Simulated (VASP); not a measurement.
Output of a VASP run:

### OSZICAR
```
       N       E                     dE             d eps       ncg     rms          rms(c)
DAV:   1     0.366886768421E+02    0.36689E+02   -0.61091E+03  5433   0.189E+03
DAV:   2    -0.477335494592E+01   -0.41462E+02   -0.40284E+02  5865   0.262E+02
DAV:   3    -0.669596746061E+01   -0.19226E+01   -0.18686E+01  7460   0.737E+01
DAV:   4    -0.672077225741E+01   -0.24805E-01   -0.24794E-01  7598   0.830E+00
DAV:   5    -0.672125641473E+01   -0.48416E-03   -0.48412E-03  7786   0.926E-01    0.775E+00
DAV:   6    -0.134748024747E+02   -0.67535E+01   -0.11006E+01  5228   0.422E+01    0.477E+00
DAV:   7    -0.133275314927E+02    0.14727E+00   -0.39086E+00  5927   0.270E+01    0.294E+00
DAV:   8    -0.132852584781E+02    0.42273E-01   -0.29533E-01  5837   0.846E+00    0.910E-01
DAV:   9    -0.132949355739E+02   -0.96771E-02   -0.83625E-02  5781   0.351E+00    0.475E-01
DAV:  10    -0.132934925740E+02    0.14430E-02   -0.57467E-03  5806   0.675E-01    0.114E-01
DAV:  11    -0.132933875125E+02    0.10506E-03   -0.86253E-04  6854   0.281E-01    0.432E-02
DAV:  12    -0.132933971262E+02   -0.96137E-05   -0.31411E-05  5544   0.588E-02    0.239E-02
DAV:  13    -0.132933967184E+02    0.40775E-06   -0.56609E-05  5920   0.816E-02    0.800E-03
DAV:  14    -0.132933958846E+02    0.83378E-06   -0.27907E-06  2993   0.242E-02
   1 F= -.13293396E+02 E0= -.13293625E+02  d E =-.132934E+02  mag=     0.6063
       N       E                     dE             d eps       ncg     rms          rms(c)
DAV:   1    -0.143723791329E+02   -0.10790E+01   -0.17995E+01  5455   0.724E+01    0.910E+00
DAV:   2    -0.135556756201E+02    0.81670E+00   -0.14191E+01  5463   0.641E+01    0.437E+00
DAV:   3    -0.133177646831E+02    0.23791E+00   -0.21339E+00  5455   0.240E+01    0.159E+00
DAV:   4    -0.132941276144E+02    0.23637E-01   -0.26579E-02  5474   0.171E+00    0.784E-01
DAV:   5    -0.132903291874E+02    0.37984E-02   -0.43101E-03  6530   0.785E-01    0.292E-01
DAV:   6    -0.132902819279E+02    0.47259E-04   -0.67309E-04  6856   0.240E-01    0.967E-02
DAV:   7    -0.132903032444E+02   -0.21316E-04   -0.18032E-05  5591   0.584E-02    0.569E-02
DAV:   8    -0.132902998570E+02    0.33874E-05   -0.16509E-05  5837   0.614E-02    0.188E-02
DAV:   9    -0.132902956658E+02    0.41912E-05   -0.52549E-07  2705   0.116E-02    0.336E-03
DAV:  10    -0.132902961164E+02   -0.45053E-06   -0.25087E-07  2631   0.982E-03
   2 F= -.13290296E+02 E0= -.13290408E+02  d E =0.309977E-02  mag=     0.5908
       N       E                     dE             d eps       ncg     rms          rms(c)
DAV:   1    -0.136116987030E+02   -0.32140E+00   -0.52796E+00  5423   0.417E+01    0.477E+00
DAV:   2    -0.134046651603E+02    0.20703E+00   -0.48404E+00  5498   0.332E+01    0.248E+00
DAV:   3    -0.133124786250E+02    0.92187E-01   -0.78577E-01  5467   0.149E+01    0.869E-01
DAV:   4    -0.133043996931E+02    0.80789E-02   -0.88115E-03  5426   0.936E-01    0.445E-01
DAV:   5    -0.133040874426E+02    0.31225E-03   -0.14115E-03  6574   0.465E-01    0.912E-02
DAV:   6    -0.133041105377E+02   -0.23095E-04   -0.48221E-05  6264   0.932E-02    0.461E-02
DAV:   7    -0.133041156977E+02   -0.51600E-05   -0.89419E-06  5495   0.328E-02    0.270E-02
DAV:   8    -0.133041198110E+02   -0.41133E-05   -0.11183E-05  5469   0.565E-02    0.813E-03
DAV:   9    -0.133041208416E+02   -0.10305E-05   -0.83991E-08  2624   0.434E-03    0.817E-04
DAV:  10    -0.133041208154E+02    0.26185E-07   -0.10869E-07  2620   0.603E-03
   3 F= -.13304121E+02 E0= -.13304334E+02  d E =-.107249E-01  mag=     0.5972
```

### OUTCAR
```
------------------------ aborting loop because EDIFF is reached ----------------------------------------
  FORCE on cell =-STRESS in cart. coord.  units (eV):
  Direction    XX          YY          ZZ          XY          YZ          ZX
  --------------------------------------------------------------------------------------
  Total       -0.0094649     -0.0094649     -0.0094649     -0.0000000      0.0000000     -0.0000000
  in kB       -1.4455577     -1.4455577     -1.4455577     -0.0000000      0.0000000     -0.0000000
  external PRESSURE =      -1.4455577 kB  Pullay stress =       0.0000000 kB
  volume of cell :       10.49
      direct lattice vectors                 reciprocal lattice vectors
    -0.000000000  1.737481677  1.737481677    -0.287772819  0.287772819  0.287772819
     1.737481677  0.000000000  1.737481677     0.287772819 -0.287772819  0.287772819
     1.737481677  1.737481677  0.000000000     0.287772819  0.287772819 -0.287772819
 POSITION                                       TOTAL-FORCE (eV/Angst)
 -----------------------------------------------------------------------------------
      0.00000      0.00000      0.00000         0.000000      0.000000     -0.000000
 -----------------------------------------------------------------------------------
    total drift:                                0.000000     -0.000000      0.000000
  FREE ENERGIE OF THE ION-ELECTRON SYSTEM (eV)
  ---------------------------------------------------
  free  energy   TOTEN  =       -13.3041208154 eV

  energy  without entropy=      -13.3047593756  energy(sigma->0) =      -13.30433367

 total charge

# of ion       s       p       d       tot
------------------------------------------
    1        0.505   0.532   8.336   9.372

 magnetization (x)

# of ion       s       p       d       tot
------------------------------------------
    1       -0.009  -0.026   0.640   0.605

 reached required accuracy - stopping structural energy minimisation
```
(Selected blocks of OUTCAR.)

POSCAR:
```
Ni
1
    0.0000000000     1.7600000000     1.7600000000
    1.7600000000     0.0000000000     1.7600000000
    1.7600000000     1.7600000000     0.0000000000
Ni
1
Direct
  0.0000000000   0.0000000000   0.0000000000
```

Question: Reconstruct the remaining input files.

Answer: One answer among several that fit: the input of the run itself, TPSS meta-GGA, plane waves, VASP's PBE PAW potentials (set 64).

File KPOINTS:
```
K-points
0
Gamma
 16 16 16
0 0 0
```

INCAR:
```
# general
SYSTEM  = Ni
PREC    = Accurate
ENCUT   = 520
LREAL   = .FALSE.
LASPH   = .TRUE.

# electronic loop
EDIFF   = 1E-6
NELM    = 100
ALGO    = Normal
LMAXMIX = 4
LMIXTAU = .TRUE.

# smearing
ISMEAR  = 1
SIGMA   = 0.1

# functional
METAGGA = TPSS

# spin
ISPIN   = 2
MAGMOM  = 0.8

# ions
IBRION  = 2
NSW     = 60
ISIF    = 3
EDIFFG  = -0.01

# output
LWAVE   = .FALSE.
LCHARG  = .FALSE.
LORBIT  = 10
```

POTCAR, in this order: Ni (PBE.64 set). Program: vasp_std.

Energy and stress use the plane-wave basis of the starting cell.

The compound is Ni in the fcc structure. This run relaxes it. Symmetry was kept, so distortions that lower it aren't found.
